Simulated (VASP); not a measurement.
These are PBEsol GGA, VASP's PBE PAW potentials (set 64) (plane waves; VASP) values and carry that method's errors.

Input for VASP

### INCAR
```
ALGO = Normal
EDIFF = 1E-8
ENCUT = 400
GGA = PS
ISMEAR = 0
LASPH = .TRUE.
LCHARG = .FALSE.
LEPSILON = .TRUE.
LMAXMIX = 4
LREAL = .FALSE.
LWAVE = .FALSE.
NELM = 100
PREC = Accurate
SIGMA = 0.01
SYSTEM = MoS2
```

POSCAR:
```
MoS2
3.1398640
  0.5000000946  -0.8660254814   0.0000000000
  0.5000000946   0.8660254814   0.0000000000
  0.0000000000   0.0000000000   3.9404402684
Mo S
2 4
Cart
  0.5000000946   0.2886757378   0.9851100671
  0.5000000946  -0.2886757378   2.9553302013
  0.5000000946   0.2886757378   3.4518102857
  0.5000000946  -0.2886757378   1.4815901515
  0.5000000946  -0.2886757378   0.4886299827
  0.5000000946   0.2886757378   2.4588501169
```

KPOINTS:
```
Automatic mesh
0
Gamma
8 8 2
0 0 0
```

POTCAR, in this order: Mo_sv S (PBE.64 set). Program: vasp_std.

Output

OSZICAR:
```
...
RMM:   8    -0.476281812758E+01   -0.39990E-07    0.33105E-06  1814   0.855E-04
RMM:   9    -0.476281811346E+01    0.14119E-07   -0.96424E-06  1654   0.660E-04
RMM:  10    -0.476281813924E+01   -0.25777E-07   -0.14576E-06  1417   0.603E-04
RMM:  11    -0.476281810955E+01    0.29696E-07   -0.80625E-06  1287   0.591E-04
RMM:  12    -0.476281814520E+01   -0.35659E-07   -0.19458E-06  1242   0.588E-04
RMM:  13    -0.476281810754E+01    0.37663E-07   -0.72958E-06  1247   0.589E-04
 Linear response to external field (no local field effect), progress :
  Direction:   3
       N       E                     dE             d eps       ncg     rms          rms(c)
RMM:   1    -0.244760505469E+01   -0.24476E+01   -0.11889E+01  2594   0.723E+00
RMM:   2    -0.261250846535E+01   -0.16490E+00   -0.13938E-01  2020   0.122E+00
RMM:   3    -0.261668913059E+01   -0.41807E-02   -0.12939E-02  2092   0.246E-01
RMM:   4    -0.261694257648E+01   -0.25345E-03   -0.80819E-04  2117   0.551E-02
RMM:   5    -0.261695575419E+01   -0.13178E-04   -0.63040E-05  2197   0.142E-02
RMM:   6    -0.261695672556E+01   -0.97137E-06   -0.33006E-06  2122   0.360E-03
RMM:   7    -0.261695680960E+01   -0.84039E-07   -0.97164E-07  1911   0.128E-03
RMM:   8    -0.261695681271E+01   -0.31111E-08   -0.36092E-07  1705   0.682E-04
RMM:   9    -0.261695681769E+01   -0.49748E-08   -0.31007E-06  1488   0.528E-04
RMM:  10    -0.261695681771E+01   -0.19624E-10   -0.12406E-06  1315   0.493E-04
RMM:  11    -0.261695681612E+01    0.15877E-08   -0.29689E-06  1211   0.487E-04
RMM:  12    -0.261695682110E+01   -0.49785E-08   -0.11662E-06  1200   0.485E-04
 Linear response to external field, progress :
  Direction:   1
       N       E                     dE             d eps       ncg     rms          rms(c)
RMM:   1    -0.410242959726E+01   -0.41024E+01   -0.25540E+01  5628   0.780E+00
RMM:   2    -0.436232799995E+01   -0.25990E+00   -0.33504E-01  4271   0.148E+00    0.427E+00
RMM:   3    -0.419691956819E+01    0.16541E+00   -0.20885E-01  4169   0.248E+00    0.228E+00
RMM:   4    -0.430680131478E+01   -0.10988E+00   -0.18582E-01  4319   0.227E+00    0.504E-01
RMM:   5    -0.433487675222E+01   -0.28075E-01   -0.37696E-03  4271   0.574E-01    0.722E-02
RMM:   6    -0.434003596777E+01   -0.51592E-02   -0.10642E-02  4455   0.141E-01    0.350E-02
RMM:   7    -0.433920640825E+01    0.82956E-03    0.21778E-03  4466   0.494E-02    0.146E-02
RMM:   8    -0.433948855188E+01   -0.28214E-03   -0.22463E-03  4631   0.206E-02    0.354E-03
RMM:   9    -0.433972308879E+01   -0.23454E-03   -0.17253E-03  4840   0.692E-03    0.112E-03
RMM:  10    -0.433960359898E+01    0.11949E-03   -0.12659E-04  5138   0.282E-03    0.376E-04
RMM:  11    -0.433976595002E+01   -0.16235E-03   -0.15081E-03  5101   0.138E-03    0.175E-04
RMM:  12    -0.433960502130E+01    0.16093E-03    0.96536E-05  5474   0.951E-04    0.608E-05
RMM:  13    -0.433953994591E+01    0.65075E-04    0.74000E-04  5087   0.808E-04    0.421E-05
RMM:  14    -0.433956561962E+01   -0.25674E-04    0.48038E-04  4342   0.768E-04    0.281E-05
RMM:  15    -0.433956782849E+01   -0.22089E-05    0.45847E-04  4067   0.760E-04    0.323E-05
RMM:  16    -0.433957762817E+01   -0.97997E-05    0.35833E-04  4056   0.758E-04    0.234E-05
RMM:  17    -0.433956758289E+01    0.10045E-04    0.45875E-04  4026   0.757E-04    0.319E-05
RMM:  18    -0.433957501157E+01   -0.74287E-05    0.38332E-04  4020   0.756E-04    0.251E-05
RMM:  19    -0.433957004145E+01    0.49701E-05    0.43419E-04  4035   0.757E-04    0.320E-05
RMM:  20    -0.433957494367E+01   -0.49022E-05    0.38380E-04  4049   0.756E-04    0.278E-05
 Linear response to external field, progress :
  Direction:   2
       N       E                     dE             d eps       ncg     rms          rms(c)
RMM:   1    -0.411006586086E+01   -0.41101E+01   -0.25616E+01  5673   0.779E+00
RMM:   2    -0.436251170209E+01   -0.25245E+00   -0.33523E-01  4259   0.148E+00    0.427E+00
RMM:   3    -0.419709718224E+01    0.16541E+00   -0.20953E-01  4154   0.249E+00    0.228E+00
RMM:   4    -0.430501994311E+01   -0.10792E+00   -0.16742E-01  4282   0.228E+00    0.503E-01
RMM:   5    -0.433573641326E+01   -0.30716E-01   -0.66149E-03  4279   0.580E-01    0.613E-02
RMM:   6    -0.433963302030E+01   -0.38966E-02    0.20768E-03  4494   0.135E-01    0.293E-02
RMM:   7    -0.433901553845E+01    0.61748E-03    0.47662E-03  4726   0.409E-02    0.136E-02
RMM:   8    -0.433913085836E+01   -0.11532E-03    0.13121E-03  4441   0.157E-02    0.364E-03
RMM:   9    -0.433947884569E+01   -0.34799E-03    0.10075E-03  4866   0.604E-03    0.111E-03
RMM:  10    -0.433944492321E+01    0.33922E-04    0.17444E-03  5369   0.242E-03    0.411E-04
RMM:  11    -0.433944633672E+01   -0.14135E-05    0.19208E-03  5142   0.129E-03    0.210E-04
RMM:  12    -0.433958308239E+01   -0.13675E-03    0.60037E-04  5634   0.947E-04    0.751E-05
RMM:  13    -0.433961082591E+01   -0.27744E-04    0.34008E-04  5349   0.828E-04    0.514E-05
RMM:  14    -0.433962209348E+01   -0.11268E-04    0.22479E-04  4685   0.791E-04    0.370E-05
RMM:  15    -0.433962355709E+01   -0.14636E-05    0.20472E-04  4744   0.791E-04    0.255E-05
RMM:  16    -0.433963092853E+01   -0.73714E-05    0.12984E-04  4364   0.780E-04    0.235E-05
RMM:  17    -0.433963265554E+01   -0.17270E-05    0.11190E-04  4341   0.780E-04    0.228E-05
RMM:  18    -0.433962374819E+01    0.89074E-05    0.20016E-04  4370   0.779E-04    0.239E-05
 Linear response to external field, progress :
  Direction:   3
       N       E                     dE             d eps       ncg     rms          rms(c)
RMM:   1    -0.244760505469E+01   -0.24476E+01   -0.11889E+01  2594   0.723E+00
RMM:   2    -0.261221625780E+01   -0.16461E+00   -0.13646E-01  2015   0.122E+00    0.507E+00
RMM:   3    -0.173981615150E+01    0.87240E+00   -0.55006E+00  2286   0.563E+00    0.196E+00
RMM:   4    -0.166621143507E+01    0.73605E-01   -0.41274E-01  2206   0.157E+00    0.111E+00
RMM:   5    -0.168729451592E+01   -0.21083E-01   -0.70580E-02  1978   0.934E-01    0.398E-01
RMM:   6    -0.169433877192E+01   -0.70443E-02   -0.11075E-02  2110   0.298E-01    0.266E-01
RMM:   7    -0.170198811450E+01   -0.76493E-02   -0.40974E-03  2226   0.157E-01    0.660E-02
RMM:   8    -0.169915417770E+01    0.28339E-02   -0.34731E-04  2031   0.551E-02    0.173E-02
RMM:   9    -0.169916748338E+01   -0.13306E-04    0.17510E-04  2212   0.245E-02    0.734E-03
RMM:  10    -0.169921473997E+01   -0.47257E-04    0.19964E-04  2197   0.104E-02    0.332E-03
RMM:  11    -0.169922707758E+01   -0.12338E-04    0.33231E-05  2310   0.345E-03    0.284E-03
RMM:  12    -0.169923807879E+01   -0.11001E-04    0.30319E-05  2262   0.260E-03    0.203E-04
RMM:  13    -0.169924002171E+01   -0.19429E-05    0.15140E-05  2238   0.858E-04    0.294E-04
RMM:  14    -0.169923317651E+01    0.68452E-05    0.93165E-05  2118   0.449E-04    0.191E-04
RMM:  15    -0.169924941526E+01   -0.16239E-04   -0.12264E-04  2173   0.403E-04    0.660E-05
RMM:  16    -0.169924772176E+01    0.16935E-05   -0.94225E-06  1704   0.330E-04    0.272E-05
RMM:  17    -0.169924158456E+01    0.61372E-05    0.80810E-05  1217   0.308E-04    0.310E-05
RMM:  18    -0.169923994195E+01    0.16426E-05    0.11270E-05  1226   0.308E-04    0.130E-05
RMM:  19    -0.169924352875E+01   -0.35868E-05   -0.33739E-06  1296   0.312E-04    0.109E-05
RMM:  20    -0.169924201318E+01    0.15156E-05   -0.64886E-06  1182   0.309E-04    0.141E-05
RMM:  21    -0.169924200008E+01    0.13093E-07    0.59222E-06  1146   0.309E-04    0.116E-05
RMM:  22    -0.169924140024E+01    0.59984E-06    0.37055E-06  1146   0.308E-04    0.123E-05
```

OUTCAR:
```
------------------------ aborting loop because EDIFF is reached ----------------------------------------

 HEAD OF MICROSCOPIC STATIC DIELECTRIC TENSOR (INDEPENDENT PARTICLE, excluding Hartree and local field effects)
 ------------------------------------------------------
          15.973120     0.000000     0.000000
           0.000000    15.973117     0.000000
          -0.000000     0.000000     9.965718
 ------------------------------------------------------

 MACROSCOPIC STATIC DIELECTRIC TENSOR (including local field effects in DFT)
 ------------------------------------------------------
          15.056089     0.000000     0.000000
          -0.000000    15.056086     0.000000
           0.000000    -0.000000     6.517439
 ------------------------------------------------------

 PIEZOELECTRIC TENSOR (including local field effects)  for field in x, y, z        (e  Angst)
          XX          YY          ZZ          XY          YZ          ZX
  --------------------------------------------------------------------------------
  x     0.00000     0.00000     0.00000     0.00000     0.00000     0.00000
  y     0.00000     0.00000     0.00000     0.00000     0.00000     0.00000
  z     0.00000     0.00000     0.00000     0.00000     0.00000     0.00000

 PIEZOELECTRIC TENSOR (including local field effects)  for field in x, y, z        (C/m^2)
          XX          YY          ZZ          XY          YZ          ZX
  --------------------------------------------------------------------------------
  x     0.00000     0.00000     0.00000     0.00000     0.00000     0.00000
  y     0.00000     0.00000     0.00000     0.00000     0.00000     0.00000
  z     0.00000     0.00000     0.00000     0.00000     0.00000     0.00000

 BORN EFFECTIVE CHARGES (including local field effects) (in |e|, cummulative output)
 ---------------------------------------------------------------------------------
 ion    1
    1    -1.09219     0.00000    -0.00000
    2     0.00000    -1.09219     0.00000
    3    -0.00000    -0.00000    -0.65932
 ion    2
    1    -1.09219     0.00000    -0.00000
    2     0.00000    -1.09219     0.00000
    3     0.00000     0.00000    -0.65932
 ion    3
    1     0.54609     0.00000     0.00000
    2     0.00000     0.54609     0.00000
    3    -0.00000     0.00000     0.32966
 ion    4
    1     0.54609     0.00000     0.00000
    2     0.00000     0.54609    -0.00000
    3     0.00000    -0.00000     0.32966
 ion    5
    1     0.54609     0.00000     0.00000
    2     0.00000     0.54609     0.00000
    3     0.00000     0.00000     0.32966
 ion    6
    1     0.54609     0.00000     0.00000
    2     0.00000     0.54609    -0.00000
    3     0.00000    -0.00000     0.32966
```
(Selected blocks of OUTCAR.)

The dielectric response may not be converged in the k-mesh; for small gaps it tends to come out too large. Without a dispersion term in the relaxation, distances and binding between the weakly bound layers, chains or molecules are unreliable, and so is what depends on them.

The compound is MoS2 in the 2H layered structure. It was relaxed first.
